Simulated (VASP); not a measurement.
All values below come from r2SCAN meta-GGA, VASP's PBE PAW potentials (set 64) (plane waves; VASP).

The input files of a VASP run:

### INCAR
```
ALGO = Normal
EDIFF = 1E-7
ENCUT = 400
ISIF = 2
ISMEAR = -5
LASPH = .True.
LCHARG = .False.
LMAXMIX = 4
LMIXTAU = .True.
LORBIT = 11
LREAL = .False.
LWAVE = .False.
METAGGA = R2SCAN
NEDOS = 601
NELM = 100
PREC = Accurate
SYSTEM = Rb
```

KPOINTS:
```
Automatic mesh
0
Gamma
10 10 10
0 0 0
```

POSCAR:
```
Rb
1
   -2.8767367434     2.8767367434     2.8767367434
    2.8767367434    -2.8767367434     2.8767367434
    2.8767367434     2.8767367434    -2.8767367434
Rb
1
Direct
  0.0000000000   0.0000000000   0.0000000000
```

KPOINTS_OPT:
```
k-points along high-symmetry lines
10
Line-mode
Reciprocal
  0.000000   0.000000   0.000000 ! GAMMA
  0.500000  -0.500000   0.500000 ! H

  0.500000  -0.500000   0.500000 ! H
  0.000000   0.000000   0.500000 ! N

  0.000000   0.000000   0.500000 ! N
  0.000000   0.000000   0.000000 ! GAMMA

  0.000000   0.000000   0.000000 ! GAMMA
  0.250000   0.250000   0.250000 ! P

  0.250000   0.250000   0.250000 ! P
  0.500000  -0.500000   0.500000 ! H

  0.250000   0.250000   0.250000 ! P
  0.000000   0.000000   0.500000 ! N
```

POTCAR, in this order: Rb_sv (PBE.64 set). Program: vasp_std.

Output of the run:

**OSZICAR**
```
       N       E                     dE             d eps       ncg     rms          rms(c)
DAV:   1     0.276682452803E+02    0.27668E+02   -0.29945E+03   752   0.678E+02
DAV:   2    -0.144843373820E+02   -0.42153E+02   -0.41788E+02   784   0.141E+02
DAV:   3    -0.169338050116E+02   -0.24495E+01   -0.24478E+01  1080   0.381E+01
DAV:   4    -0.170169937921E+02   -0.83189E-01   -0.82704E-01  1256   0.557E+00
DAV:   5    -0.170175040792E+02   -0.51029E-03   -0.51210E-03  1208   0.334E-01    0.948E-01
DAV:   6    -0.145306426081E+02    0.24869E+01   -0.12299E+00   752   0.569E+00    0.767E-01
DAV:   7    -0.136231280062E+02    0.90751E+00   -0.30742E-01   768   0.543E+00    0.595E-01
DAV:   8    -0.141000263481E+02   -0.47690E+00   -0.16342E-01   752   0.465E+00    0.406E-01
DAV:   9    -0.136370780269E+02    0.46295E+00   -0.10314E-01   752   0.357E+00    0.150E-01
DAV:  10    -0.139031043222E+02   -0.26603E+00   -0.31145E-01   832   0.437E+00    0.159E-01
DAV:  11    -0.139034502177E+02   -0.34590E-03   -0.47205E-03  1256   0.587E-01    0.151E-01
DAV:  12    -0.139149284055E+02   -0.11478E-01   -0.47508E-04   984   0.244E-01    0.136E-01
DAV:  13    -0.139131025064E+02    0.18259E-02   -0.16490E-04  1024   0.156E-01    0.139E-01
DAV:  14    -0.139316483521E+02   -0.18546E-01   -0.12230E-02   768   0.138E+00    0.180E-01
DAV:  15    -0.139361526655E+02   -0.45043E-02   -0.13229E-03   880   0.469E-01    0.158E-01
DAV:  16    -0.139257240807E+02    0.10429E-01   -0.68212E-03   768   0.132E+00    0.902E-02
DAV:  17    -0.139240700567E+02    0.16540E-02   -0.35884E-04  1040   0.208E-01    0.426E-02
DAV:  18    -0.139191112777E+02    0.49588E-02   -0.23101E-02   752   0.156E+00    0.603E-02
DAV:  19    -0.139157614436E+02    0.33498E-02   -0.12084E-03   968   0.415E-01    0.415E-02
DAV:  20    -0.139182418275E+02   -0.24804E-02   -0.81932E-04   848   0.320E-01    0.442E-02
DAV:  21    -0.139191741097E+02   -0.93228E-03   -0.21049E-04   984   0.170E-01    0.494E-02
DAV:  22    -0.139195299999E+02   -0.35589E-03   -0.13883E-03   752   0.434E-01    0.371E-02
DAV:  23    -0.139190069707E+02    0.52303E-03   -0.86279E-04   768   0.318E-01    0.115E-02
DAV:  24    -0.139190373979E+02   -0.30427E-04   -0.26593E-05  1032   0.629E-02    0.624E-03
DAV:  25    -0.139190775232E+02   -0.40125E-04   -0.11275E-04   792   0.113E-01    0.384E-03
DAV:  26    -0.139190751730E+02    0.23502E-05   -0.91122E-05   768   0.974E-02    0.241E-03
DAV:  27    -0.139190715953E+02    0.35777E-05   -0.20173E-05   792   0.579E-02    0.273E-03
DAV:  28    -0.139190708869E+02    0.70833E-06   -0.18885E-06   864   0.155E-02    0.279E-03
DAV:  29    -0.139190750765E+02   -0.41896E-05   -0.13008E-05   800   0.371E-02    0.346E-03
DAV:  30    -0.139190762746E+02   -0.11980E-05   -0.20883E-06   792   0.191E-02    0.283E-03
DAV:  31    -0.139190753398E+02    0.93474E-06   -0.50525E-07   784   0.730E-03    0.245E-03
DAV:  32    -0.139190806588E+02   -0.53190E-05   -0.53577E-06   784   0.304E-02    0.230E-03
DAV:  33    -0.139190807941E+02   -0.13527E-06   -0.38893E-08  1256   0.176E-03    0.224E-03
DAV:  34    -0.139190795403E+02    0.12538E-05   -0.21937E-07   808   0.547E-03    0.168E-03
DAV:  35    -0.139190772964E+02    0.22440E-05   -0.11738E-06   800   0.103E-02    0.902E-04
DAV:  36    -0.139190764355E+02    0.86086E-06   -0.96245E-07   800   0.670E-03    0.419E-04
DAV:  37    -0.139190767687E+02   -0.33319E-06   -0.12050E-07  1000   0.392E-03    0.299E-04
DAV:  38    -0.139190763832E+02    0.38552E-06   -0.11804E-07   800   0.370E-03    0.262E-04
DAV:  39    -0.139190765326E+02   -0.14946E-06   -0.29199E-08   784   0.187E-03    0.143E-04
DAV:  40    -0.139190765187E+02    0.13974E-07   -0.19766E-08   728   0.152E-03
   1 F= -.13919077E+02 E0= -.13919077E+02  d E =0.000000E+00
       N       E                     dE             ncg
       N       E                     dE             ncg
```

### OUTCAR
```
------------------------ aborting loop because EDIFF is reached ----------------------------------------
  FORCE on cell =-STRESS in cart. coord.  units (eV):
  Direction    XX          YY          ZZ          XY          YZ          ZX
  --------------------------------------------------------------------------------------
  Total       -0.0054529     -0.0054529     -0.0054529      0.0000000      0.0000000     -0.0000000
  in kB       -0.0917434     -0.0917434     -0.0917434      0.0000000      0.0000000     -0.0000000
  external PRESSURE =      -0.0917434 kB  Pullay stress =       0.0000000 kB
  volume of cell :       95.23
      direct lattice vectors                 reciprocal lattice vectors
    -2.876736743  2.876736743  2.876736743     0.000000000  0.173808049  0.173808049
     2.876736743 -2.876736743  2.876736743     0.173808049  0.000000000  0.173808049
     2.876736743  2.876736743 -2.876736743     0.173808049  0.173808049  0.000000000
 POSITION                                       TOTAL-FORCE (eV/Angst)
 -----------------------------------------------------------------------------------
      0.00000      0.00000      0.00000         0.000000      0.000000      0.000000
 -----------------------------------------------------------------------------------
    total drift:                               -0.000000     -0.000000      0.000000
  FREE ENERGIE OF THE ION-ELECTRON SYSTEM (eV)
  ---------------------------------------------------
  free  energy   TOTEN  =       -13.9190765187 eV

  energy  without entropy=      -13.9190765187  energy(sigma->0) =      -13.91907652

 total charge

# of ion       s       p       d       tot
------------------------------------------
    1        1.960   5.389   0.004   7.353
```
(Selected blocks of OUTCAR.)

### OUTCAR
```
 val. band max:       -0.0312036784   @ k =   0.3000   0.2000  -0.0000

 cond. band min:       0.0501377760   @ k =  -0.4000   0.4000   0.2000


 Fermi energy:         0.0068157262

 k-point     1 :       0.0000    0.0000    0.0000
  band No.  band energies     occupation
      1     -30.1338      2.00000
      2     -13.6268      2.00000
      3     -13.6268      2.00000
      4     -13.6268      2.00000
      5      -2.0616      2.00000
      6       4.0380      0.00000
      7       4.0380      0.00000
      8       4.0380      0.00000

 k-point     2 :       0.1000    0.0000    0.0000
  band No.  band energies     occupation
      1     -30.1334      2.00000
      2     -13.6350      2.00000
      3     -13.6295      2.00000
      4     -13.6268      2.00000
      5      -1.9413      2.00000
      6       3.8038      0.00000
      7       3.8525      0.00000
      8       4.1459      0.00000

 k-point     3 :       0.2000    0.0000    0.0000
  band No.  band energies     occupation
      1     -30.1325      2.00000
      2     -13.6563      2.00000
      3     -13.6363      2.00000
      4     -13.6269      2.00000
      5      -1.5902      2.00000
      6       3.0588      0.00000
      7       3.4796      0.00000
      8       4.4650      0.00000

 k-point     4 :       0.3000    0.0000    0.0000
  band No.  band energies     occupation
      1     -30.1314      2.00000
      2     -13.6822      2.00000
      3     -13.6448      2.00000
      4     -13.6269      2.00000
      5      -1.0373      2.00363
      6       2.1986      0.00000
      7       3.1355      0.00000
      8       4.8522      0.00000

 k-point     5 :       0.4000    0.0000    0.0000
  band No.  band energies     occupation
      1     -30.1305      2.00000
      2     -13.7028      2.00000
      3     -13.6517      2.00000
      4     -13.6269      2.00000
      5      -0.3322      1.99492
      6       1.3536      0.00000
      7       2.9091      0.00000
...
```

For a metal the tetrahedron method with Blöchl corrections gives inexact stress and forces.

The structure comes from a measured Rb entry (Im-3m) of the Crystallography Open Database, whose conditions weren't checked. It was relaxed first.
